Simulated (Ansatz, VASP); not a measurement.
# Si5C92 (annealed Voronoi polycrystal of C with 5 % Si on C sites (3 grains at the start)): VASP beside Ansatz

One calculation is typed for both programs; each brings its own data sets. How far apart do they land? The cell is taken from a series of runs on this material, whose earlier steps may have relaxed, scaled, displaced or heated it; both programs get it as it stands.

Main program and level: Ansatz 0.2.0; plane waves, with VASP 6.6.1 beside it; single point at PBE.

## 1. The structure

The cell holds 194 atoms: 184 C and 10 Si. Cell: a = 13.252 Å, b = 10.434 Å, c = 11.146 Å, α = 90.0°, β = 90.0°, γ = 90.0°. It derives from C (diamond C). As first built, before any earlier steps moved the atoms (in the runner's words): 3 grains of diamond C (a = 3.566 A), 5 % of C replaced at random by Si at random centres and orientations, cut by Voronoi cells in a periodic box, atoms closer than 1.11 A removed; annealed 10 ps at 2550 K with the Tersoff potential (Tersoff, Phys. Rev. B 39, 5566 (1989)), cooled to 300 K. .

## 2. VASP: single point, PBE

With cell and atoms fixed, the geometry can't cause a difference; cores, projectors, grids and the points listed under the comparison can.

Lines of VASP's logs that name or quote its potential files are left out, and so is its time.

Input file INCAR:

```
SYSTEM = Si5C92
PREC = Accurate
ENCUT = 520
EDIFF = 1E-06
NELM = 120
ISMEAR = 0
SIGMA = 0.025
LREAL = Auto
ALGO = Normal
GGA = PE
NBANDS = 523
LORBIT = 11
LWAVE = .FALSE.
LCHARG = .FALSE.
ISIF = 2
LASPH = .TRUE.
GGA_COMPAT = .FALSE.
```

Input file POSCAR:

```
Si5C92
1.0
   13.2523500000      0.0000000000      0.0000000000
    0.0000000000     10.4338100000      0.0000000000
    0.0000000000      0.0000000000     11.1460800000
C Si
184 10
Direct
    0.0084900000      0.2055800000      0.5437300000
    0.9121900000      0.5750300000      0.0776300000
    0.0085800000      0.1716200000      0.4161100000
    0.0677800000      0.2925600000      0.1094600000
    0.0226900000      0.5825800000      0.6482600000
    0.0479500000      0.7156100000      0.6632200000
    0.1027200000      0.3789200000      0.6391600000
    0.0197800000      0.3383600000      0.5675000000
    0.1200900000      0.5108800000      0.6386000000
    0.9627600000      0.5602400000      0.5360800000
    0.5283200000      0.5797400000      0.4561700000
    0.5650200000      0.3670400000      0.5430200000
    0.7298000000      0.5490800000      0.2112900000
    0.5338300000      0.2456800000      0.3473600000
    0.5625300000      0.0870900000      0.0784500000
    0.6650900000      0.1110300000      0.1285200000
    0.5932000000      0.3288700000      0.2557700000
    0.7019800000      0.3127600000      0.2579400000
    0.6986600000      0.0770000000      0.3542000000
    0.6216700000      0.4806500000      0.0381500000
    0.7225100000      0.5253000000      0.0855400000
    0.8078100000      0.5741200000      0.0131000000
    0.8829300000      0.3390700000      0.1357500000
    0.7105700000      0.0307100000      0.2302900000
    0.9474800000      0.1270000000      0.1187400000
    0.6686500000      0.4267800000      0.7211200000
    0.6015000000      0.4733500000      0.4758800000
    0.7140500000      0.4734200000      0.4315700000
    0.6692700000      0.5594800000      0.6736800000
    0.7523800000      0.6143300000      0.6104600000
[... 158 atom lines left out ...]
    0.0219900000      0.0118200000      0.2188200000
    0.6110000000      0.7514900000      0.1256100000
    0.1882600000      0.1882000000      0.1155000000
    0.2886100000      0.5255800000      0.7967000000
    0.7064800000      0.1654600000      0.6948000000
    0.2881100000      0.8860600000      0.8503400000
```

Input file KPOINTS:

```
Automatic mesh
0
Gamma
1 1 1
0 0 0
```

PAW data sets: C and Si (PBE family, release 64).

Started as:

```bash
> export OMP_NUM_THREADS=3
> mpirun -np 1 vasp_gam
```

Numbers of over 12 decimals in the logs are rounded to 6 here.

Output:

```text
[banner, memory and clock lines left out]
running    1 mpi-ranks, on    1 nodes
[...]
Offloading initialized ...    1 GPUs detected
[...]
LDA part: xc-table for (Slater+PW92), standard interpolation
 POSCAR, INCAR and KPOINTS ok, starting setup
[...]
entering main loop
       N       E                     dE             d eps       ncg     rms          rms(c)
DAV:   1     0.518773423275E+04    0.51877E+04   -0.45230E+05  1054   0.149E+03
DAV:   2    -0.110199800505E+04   -0.62897E+04   -0.59073E+04  1329   0.333E+02
DAV:   3    -0.161746317938E+04   -0.51547E+03   -0.49449E+03  1268   0.917E+01
DAV:   4    -0.163362975465E+04   -0.16167E+02   -0.15965E+02  1268   0.170E+01
[...]
DAV:  21    -0.155333974840E+04   -0.55324E-05   -0.57815E-05  1180   0.110E-02    0.129E-02
DAV:  22    -0.155333974898E+04   -0.58205E-06   -0.14923E-05  1188   0.564E-03    0.729E-03
DAV:  23    -0.155333974958E+04   -0.59592E-06   -0.51424E-06   876   0.320E-03
   1 F= -.15533397E+04 E0= -.15533249E+04  d E =-.296160E-01
```

From OUTCAR (step 2):

```text
  FREE ENERGIE OF THE ION-ELECTRON SYSTEM (eV)
  ---------------------------------------------------
  free  energy   TOTEN  =     -1553.3397495783 eV

  energy  without entropy=    -1553.3101335796  energy(sigma->0) =    -1553.32494158
```

The gap is under twice the smearing width, so the edge states are partly filled and the run can't tell a small gap from a semimetal.

## 3. Ansatz: single point, PBE

Ansatz runs on its default PAW (the set named soft_2) files.

The same cell, functional, mesh and smearing now go to Ansatz, which takes its cutoff from its data sets.

Input file input.yaml:

```yaml
crystal:
  lattice:
    - [13.25235, 0.0, 0.0]
    - [0.0, 10.43381, 0.0]
    - [0.0, 0.0, 11.14608]
  atoms:
    - { symbol: C, position: [0.00849, 0.20558, 0.54373] }
    - { symbol: C, position: [0.91219, 0.57503, 0.07763] }
    - { symbol: C, position: [0.00858, 0.17162, 0.41611] }
    - { symbol: C, position: [0.06778, 0.29256, 0.10946] }
    - { symbol: C, position: [0.02269, 0.58258, 0.64826] }
    - { symbol: C, position: [0.04795, 0.71561, 0.66322] }
    - { symbol: C, position: [0.10272, 0.37892, 0.63916] }
    - { symbol: C, position: [0.01978, 0.33836, 0.5675] }
    - { symbol: C, position: [0.12009, 0.51088, 0.6386] }
    - { symbol: C, position: [0.96276, 0.56024, 0.53608] }
    - { symbol: Si, position: [0.02016, 0.51999, 0.96921] }
    - { symbol: C, position: [0.52832, 0.57974, 0.45617] }
    - { symbol: C, position: [0.56502, 0.36704, 0.54302] }
    - { symbol: C, position: [0.7298, 0.54908, 0.21129] }
    - { symbol: C, position: [0.53383, 0.24568, 0.34736] }
    - { symbol: C, position: [0.56253, 0.08709, 0.07845] }
    - { symbol: C, position: [0.66509, 0.11103, 0.12852] }
    - { symbol: C, position: [0.5932, 0.32887, 0.25577] }
    - { symbol: C, position: [0.70198, 0.31276, 0.25794] }
    - { symbol: C, position: [0.69866, 0.077, 0.3542] }
    - { symbol: C, position: [0.62167, 0.48065, 0.03815] }
    - { symbol: C, position: [0.72251, 0.5253, 0.08554] }
    - { symbol: C, position: [0.80781, 0.57412, 0.0131] }
    - { symbol: Si, position: [0.7476, 0.27019, 0.10034] }
    - { symbol: C, position: [0.88293, 0.33907, 0.13575] }
    - { symbol: C, position: [0.71057, 0.03071, 0.23029] }
    - { symbol: C, position: [0.94748, 0.127, 0.11874] }
    - { symbol: C, position: [0.66865, 0.42678, 0.72112] }
    - { symbol: C, position: [0.6015, 0.47335, 0.47588] }
    - { symbol: C, position: [0.71405, 0.47342, 0.43157] }
[... 158 atom lines left out ...]
    - { symbol: C, position: [0.44008, 0.92031, 0.585] }
    - { symbol: C, position: [0.44777, 0.94007, 0.71504] }
    - { symbol: C, position: [0.19931, 0.0048, 0.63859] }
    - { symbol: C, position: [0.44472, 0.02817, 0.50783] }
    - { symbol: C, position: [0.37657, 0.73205, 0.67248] }
    - { symbol: C, position: [0.12559, 0.91922, 0.56864] }
kpoints:
  mp_grid: { grid: [1, 1, 1] }
hamiltonian:
  xc: pbe
scf:
  occupations: { method: gaussian, width: 0.025 }
output:
  forces: true
```

Started as:

```bash
> ansatz run input.yaml --threads 4 --pin off --max-ram 8192MiB --backend cpu --events-out ev --progress --plain --runs-dir out
```

Output:

```text
Engine: ansatz 0.2.0, x86_64-unknown-linux-gnu
Pseudopotentials: kind: paw
Pseudopotential: C, paw, valence charge 4, recommended cutoff 420 eV (normal), C.paw.azcp
Pseudopotential: Si, paw, valence charge 4, recommended cutoff 420 eV (normal), Si.paw.azcp
Functional definition: PBE
  parameter kappa = 0.804
  parameter beta = 0.066725
  exchange = pbe_x(kappa = kappa, mu = beta*pi^2/3)
  correlation = pbe_c(beta = beta)
Crystal: 194 atoms, lattice volume = 1541.196 Å³
Basis set: ecut = 420 eV, 30163 PW (Γ), exchange–correlation on 180×144×150 points (8 copies of the dense FFT grid, shifted against one another)
Bands: 582, of which v1, the nominal top of the filled ones, is band 388 counted from 1 (387 counted from 0)
Symmetry: 1 space group operations
Space group: P1 (ITA 1), of the structure as read, at distance tolerance 1.2e-4 Å
k-points: 1
Non-local potential: C, projectors of the file, l = 0: 2, l = 1: 2, l = 2: 1
Non-local potential: Si, projectors of the file, l = 0: 2, l = 1: 2, l = 2: 2
PAW form: soft (Blöchl's): semilocal exchange-correlation on the pseudo side does not see the compensation charge
PAW one-centre angular grid: C, 110 points (default); XC on 64 Gauss nodes
PAW one-centre angular grid: Si, 110 points (default); XC on 64 Gauss nodes
Initial density: superposition of atomic densities (neutral atoms: chi_scale 0, normalization atom), corrected by the library's trained network
Initial wavefunctions: pseudopotential atomic-orbital guess
Functional: x = pbe(κ = 0.804, μ = 0.219515), c = pbe(β = 0.066725)
SCF iter   1: F=—  HF=-52333.519558 eV  |F-HF|=—  |Δ(HF+E_count)|=         —  Δρ=1.56e-2  dr2=1.04e1  ethr=1.77e-3  ⟨swp⟩=6.0  Hψ=2602  notcnv=0  defer=93
preconditioner: auto → Resta (q_TF=auto, 2.433 Å⁻¹)  ε∞=4.7  [insulator: Δε(μ)=0.027 eV  Ē_g=13.704 eV  σ=0.025 eV  W_gap=0.55  n_scr=362 (ndim 8)  ℏωp=26.3 eV  f_vac=0.008  D(μ)=86.69/eV (n_scr^D=852)  ε∞_Penn≈4.7]
SCF iter   2: F=—  HF=-52332.746081 eV  |F-HF|=—  |Δ(HF+E_count)|=   7.73e-1  Δρ=6.90e-3  dr2=1.31e0  ethr=1.34e-3  ⟨swp⟩=1.0  Hψ=670  notcnv=0  defer=112
preconditioner: auto → Kerker (q_TF=auto, 2.433 Å⁻¹)  [metal: Δε(μ)=0.024 eV  Ē_g=13.700 eV  σ=0.025 eV  W_gap=0.49  n_scr=362 (ndim 8)  ℏωp=26.3 eV  f_vac=0.008  D(μ)=95.50/eV (n_scr^D=958)]
SCF iter   3: F=—  HF=-52332.593126 eV  |F-HF|=—  |Δ(HF+E_count)|=   1.53e-1  Δρ=2.08e-3  dr2=1.07e-1  ethr=1.69e-4  ⟨swp⟩=3.0  Hψ=666  notcnv=0  defer=186
SCF iter   4: F=—  HF=-52332.582600 eV  |F-HF|=—  |Δ(HF+E_count)|=   1.05e-2  Δρ=6.95e-4  dr2=1.32e-2  ethr=1.37e-5  ⟨swp⟩=3.0  Hψ=708  notcnv=0  defer=186
SCF iter   5: F=—  HF=-52332.581862 eV  |F-HF|=—  |Δ(HF+E_count)|=   7.38e-4  Δρ=2.49e-4  dr2=2.92e-3  ethr=1.70e-6  ⟨swp⟩=2.0  Hψ=429  notcnv=0  defer=186
SCF iter   6: F=—  HF=-52332.581846 eV  |F-HF|=—  |Δ(HF+E_count)|=   1.63e-5  Δρ=9.05e-5  dr2=3.89e-4  ethr=3.76e-7  ⟨swp⟩=3.0  Hψ=676  notcnv=0  defer=186
SCF iter   7: F=—  HF=-52332.581847 eV  |F-HF|=—  |Δ(HF+E_count)|=   9.44e-7  Δρ=3.90e-5  dr2=5.13e-5  ethr=5.01e-8  ⟨swp⟩=2.0  Hψ=429  notcnv=0  defer=186
SCF iter   8: F=—  HF=-52332.581870 eV  |F-HF|=—  |Δ(HF+E_count)|=   2.27e-5  Δρ=1.41e-5  dr2=7.09e-6  ethr=6.60e-9  ⟨swp⟩=3.0  Hψ=930  notcnv=0  defer=186
SCF iter   9: F=—  HF=-52332.581871 eV  |F-HF|=—  |Δ(HF+E_count)|=   1.13e-6  Δρ=4.29e-6  dr2=7.56e-7  ethr=9.13e-10  ⟨swp⟩=3.0  Hψ=853  notcnv=0  defer=186
SCF iter  10: F=—  HF=-52332.581871 eV  |F-HF|=—  |Δ(HF+E_count)|=   1.69e-7  Δρ=1.56e-6  dr2=1.13e-7  ethr=1.29e-11  ⟨swp⟩=4.0  Hψ=1597  notcnv=0
SCF iter  11: F=-52332.581871 eV  HF=-52332.581871 eV  |F-HF|=5.73e-9  |Δ(HF+E_count)|=   2.13e-8  Δρ=6.10e-7  dr2=1.74e-8  ethr=1.29e-11  ⟨swp⟩=3.0  Hψ=1279  notcnv=0
SCF 1 converged in 11 iterations: F = -52332.581871 eV  dr2 = 1.74e-8
  greatest PAW one-centre occupation: 0.698 electrons in one spin orbital (limit 2), on the C atom at site 160 (counted from 0), in its partial waves of l = 0
SCF converged after 11 iterations
Free energy (F): -52332.581871 eV
Harris-Foulkes:  -52332.581871 eV  (|F-HF|=5.73e-9)
Internal energy: -52332.552134 eV  (E = F + TS)
E sigma→0 (E₀):  -52332.567002 eV
Entropy (-TS):   -0.029737 eV (-0.153 meV/atom)
Fermi energy:    9.130514 eV
--- Per-component energies (eV) ---
  E_band       = 425.334965
  E_kinetic    = 16851.207026
  E_local      = -23214.493555  (includes V_loc(G=0)·N_el)
  E_nonlocal   = 5209.590758
  E_hartree    = 7059.385061
  E_xc         = -9327.146882
  E_vxc        = -11338.850822  (∫ρ·V_xc dr)
  E_paw        = -23346.517275  (= ΣΔE_a)
  E_vpaw       = -1200.887370  (= ΣTr[D̂ρ^β])
  E_aug_tail   = 0.001368  (compensation charges beyond the density's cutoff)
  E_ewald      = -25564.578634
  E_smearing   = -0.029737  (= −TS)
  E_closure    = -0.000000  (closes the sum)
  Σ components = -52332.581871   (vs F -52332.581871, Δ=0.00e0)
--- Forces (eV/Å), atoms counted from 1 ---
[...]
atom  30  C      0.37066678     0.37221948    -0.01972460
  atom  31  C     -2.31755654    -0.55540969     1.02900452
  atom  32  C     -0.15397763     3.19674184    -1.95733836
  atom  33  C      0.13004698     1.68934779    -1.82477028
  atom  34  Si     1.40062207    -1.13683772    -0.67788524
  atom  35  C      1.07450028    -1.03090860    -1.26002727
  atom  36  C     -0.65496123    -1.18908442     1.81510234
  atom  37  C      0.21784057     1.42901992    -0.06003620
  atom  38  C     -3.39337506     0.34521964     0.86637060
  atom  39  C      0.78656896    -0.99297282     0.58886277
  atom  40  C     -0.19032786    -1.26768744     1.09026019
  atom  41  C      0.60004010     1.03216852    -0.18948744
  atom  42  Si    -1.51928570     1.63466405     0.07851573
  atom  43  C     -0.32193862    -3.03653738    -0.04273042
  atom  44  C     -0.92504497    -0.10805460     1.50269388
  atom  45  C     -0.97796519    -1.35276809     1.74123107
  atom  46  C     -0.06263921     1.35527320    -2.11832235
  atom  47  C     -1.81870122     0.78651786    -0.45879173
  atom  48  C      2.23326739    -0.60174346     0.92168975
  atom  49  C      1.16168387    -0.66202968    -0.66126061
  atom  50  C      1.46984756     0.35617017     0.00124713
  atom  51  C      1.19598738    -2.50893723    -1.85533940
  atom  52  C      0.29430788    -0.87616598    -0.45861174
  atom  53  C     -0.68853998    -0.39731370     0.20987523
[...]
atom 187  C      0.45854480    -1.85797772     4.01729930
  atom 188  C      3.12241070     1.44772876     1.91630888
  atom 189  C     -1.94036581    -1.16581918     2.30964020
  atom 190  C     -3.30164917     2.15453872    -0.36076095
  atom 191  C     -1.00754321    -0.45200405    -0.47825786
  atom 192  C      0.82510454     1.03599222    -0.45695813
  atom 193  C      0.57871487     0.33405155    -3.50546407
  atom 194  C      2.93768544     0.84408279     1.65653418
  max |Σ_I F_I| component: 5.28e-5 eV/Å
```

In the SCF lines HF is the Harris–Foulkes energy and dr2 the Hartree energy of the density residual, in eV; the loop may stop once dr2 is under the threshold and the program's other checks hold. Hψ counts applications of the Hamiltonian.

## 4. Side by side

Known differences besides the potentials themselves: the cutoff is 420 eV in Ansatz and 520 eV in VASP (PREC = Accurate, projectors in real space). Total energies have different zeros and are not compared.

Forces on 10 of the 194 atoms, those with the largest forces and the largest differences (eV/Å; atoms numbered as in POSCAR):

| atom | Ansatz x, y, z | VASP x, y, z |
| --- | --- | --- |
| C7 | -4.052, 0.893, -2.307 | -4.041, 0.880, -2.289 |
| C17 | -4.557, 2.619, -3.190 | -4.588, 2.632, -3.197 |
| C41 | -0.978, -1.353, 1.741 | -1.032, -1.368, 1.731 |
| C73 | 4.241, -0.802, -0.873 | 4.218, -0.804, -0.887 |
| C112 | 0.277, -1.471, -1.508 | 0.271, -1.413, -1.509 |
| C113 | 1.611, 2.234, 3.495 | 1.575, 2.238, 3.477 |
| C119 | -0.628, -2.626, 4.662 | -0.618, -2.608, 4.634 |
| C121 | 3.838, -1.621, -2.515 | 3.828, -1.593, -2.493 |
| C125 | 2.054, -2.385, -0.480 | 2.095, -2.415, -0.464 |
| C177 | 0.459, -1.858, 4.017 | 0.448, -1.876, 4.036 |

The forces differ by 15 meV/Å r.m.s., which is 1.0 % of the r.m.s. force of 1.467 eV/Å (both taken over all components).

## 5. Summary of results

```yaml
r_m_s_force_difference_single_point_pbe: 1.0 % of the r.m.s. force
```

In words: The r.m.s. force difference is 1.0 % of the r.m.s. force (single point, PBE), within the 3 % picked in this series as the mark of a large difference. Such differences can come from data sets, numerical settings and the points named under the comparisons, not from the functional's error against experiment.

[Lines on the potential files, build, host, timing and source positions are cut from VASP's logs without a mark.]

[Logs are printed without paths, hosts, clocks, repeated set-up lines and the standing remarks that a program may print on its own settings, such as how far it seeks lower states.]

[Hosts, paths, dates, database ids (printed as entryN), source tags and the programs' standing remarks are cut or masked in the printed files.]
